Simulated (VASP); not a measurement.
```
CELL_PARAMETERS angstrom
      0.00000     2.87573     2.87573
      2.87573     0.00000     2.87573
      2.87573     2.87573     0.00000
ATOMIC_POSITIONS crystal
  Ca 0.00000 0.00000 0.00000
  S  0.50000 0.50000 0.50000
```

The numbers are results of PBE GGA, VASP's PBE PAW potentials (set 64) (plane waves; VASP), not measurements. Numerical set-up: 300 eV cut-off, 10×10×10 Γ-centred mesh, Fermi-Dirac smearing of 0.020 eV, potentials Ca_sv S.

### Question
Give the energies of bands 6 to 11 at the high-symmetry points, in eV from the valence-band maximum.

### Answer

```tsv
band	Γ	X	U	L	W
6	0.00	-2.21	-1.98	-2.99	-1.73
7	0.00	-0.79	-1.80	-1.10	-1.73
8	0.00	-0.79	-0.98	-1.10	-1.49
9	3.97	2.42	3.69	5.16	4.79
10	4.17	5.55	6.20	5.96	4.79
11	4.17	5.88	6.32	6.10	5.91
```

The gap is indirect, 2.42 eV, from the valence maximum at Γ to the conduction minimum at X.

The structure is a typed CaS crystal (Fm-3m). The cell was not relaxed at this level.
